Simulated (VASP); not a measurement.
KCaF3 (space group Pm-3m): computed properties

These are r2SCAN meta-GGA, VASP's PBE PAW potentials (set 64) (plane waves; VASP) values and carry that method's errors.

```json
{
 "space_group": "Pm-3m (221)",
 "cell": "a = 4.4241 Å, b = 4.4241 Å, c = 4.4241 Å, α = 90.00°, β = 90.00°, γ = 90.00°",
 "volume_per_atom": "17.32 Å³/atom",
 "band gap (over mesh and band path)": "7.10 eV",
 "smallest direct gap (over mesh and band path)": "7.24 eV",
 "band_edge_character": "indirect, R to Γ",
 "density": "2.61 g/cm³",
 "mean ε∞ (independent particles)": "1.99"
}
```

```yaml
crystal:
  lattice:
    - [4.42413, 0.00000, 0.00000]
    - [0.00000, 4.42413, 0.00000]
    - [0.00000, 0.00000, 4.42413]
  atoms:
    - { symbol: K, position: [0.50000, 0.50000, 0.50000] }
    - { symbol: Ca, position: [0.00000, 0.00000, 0.00000] }
    - { symbol: F, position: [0.00000, 0.50000, 0.00000] }
    - { symbol: F, position: [0.50000, 0.00000, 0.00000] }
    - { symbol: F, position: [0.00000, 0.00000, 0.50000] }
```

The structure comes from a computed database's KCaF3 entry (Pm-3m); how it stands against other phases isn't given here. It was relaxed first. Symmetry was kept, so distortions that lower it aren't found.
